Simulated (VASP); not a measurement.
## Bi₂Te₃ (tetradymite): computed properties

Computed with PBE GGA, VASP's PBE PAW potentials (set 64) (plane waves; VASP).

- space group = R-3m (166)
- cell = a = b = 4.442 Å, c = 31.901 Å, α = β = 90.00°, γ = 120.00°
- volume per atom = 36.35 Å³/atom
- band gap (over mesh and band path) = 0.49 eV
- smallest direct gap (over mesh and band path) = 0.49 eV
- band-edge character = direct, Γ to Γ
- density = 7.32 g/cm³

```cif
data_Bi2Te3
_chemical_formula_sum 'Bi2 Te3'
_space_group_name_H-M_alt 'P 1'
_space_group_IT_number 1
_cell_length_a 10.93873
_cell_length_b 10.93873
_cell_length_c 10.93873
_cell_angle_alpha 23.431
_cell_angle_beta 23.431
_cell_angle_gamma 23.431
loop_
_space_group_symop_operation_xyz
  'x, y, z'
loop_
_atom_site_label
_atom_site_type_symbol
_atom_site_fract_x
_atom_site_fract_y
_atom_site_fract_z
_atom_site_occupancy
Bi1 Bi 0.39758 0.39758 0.39758 1
Bi2 Bi 0.60242 0.60242 0.60242 1
Te1 Te 0.00000 0.00000 0.00000 1
Te2 Te 0.21499 0.21499 0.21499 1
Te3 Te 0.78501 0.78501 0.78501 1
```

Measured: a 4.386 Å (computed value off by +1.3 %), c 30.497 Å (computed value off by +4.6 %), as given by Xin Luo et al., Physical Review B (2012), arXiv:1308.1523. The calculation is for a static lattice, while the measured a, c hold thermal and zero-point effects, which are part of the difference. Without a dispersion term in the relaxation, distances and binding between the weakly bound layers, chains or molecules are unreliable, and so is what depends on them. Unless said otherwise, spin-orbit coupling is left out, though it shifts the bands of the heavy elements here.

The compound is Bi2Te3 in the tetradymite structure. It was relaxed first, which changed the volume by +8 %. Symmetry was kept, so distortions that lower it aren't found.
